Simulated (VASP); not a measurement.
InGaN2 (space group P3m1): the band gap from VASP (plane waves, PAW) at several levels of theory. Gaps are without spin-orbit coupling. Each level names its cell: its own relaxed one, PBE's, or the starting one. A gap is the smallest over the k-mesh and a band path; hybrids may have named points in place of the path, and GW has the mesh alone.

```tsv
level	band gap (eV)
LDA (own cell)	0.45
PBEsol (own cell)	0.31
```

The cell of the LDA (own cell) run:

```
CELL_PARAMETERS angstrom
      3.32647     0.00000     0.00000
     -1.66323     2.88081     0.00000
      0.00000     0.00000     5.45620
ATOMIC_POSITIONS crystal
  In 0.00000 0.00000 0.99712
  Ga 0.66667 0.33333 0.49592
  N  0.66667 0.33333 0.14604
  N  0.00000 0.00000 0.60252
```

Only levels that ran to the end are used. Left out are those held back, those with too coarse a band path, GW runs whose mesh misses a band edge, hybrids' fits of cells that aren't cubic and levels without matching references; a question may draw on a part of the rest.

The structure comes from a computed database's InGaN2 entry (P3m1); how it stands against other phases isn't given here.
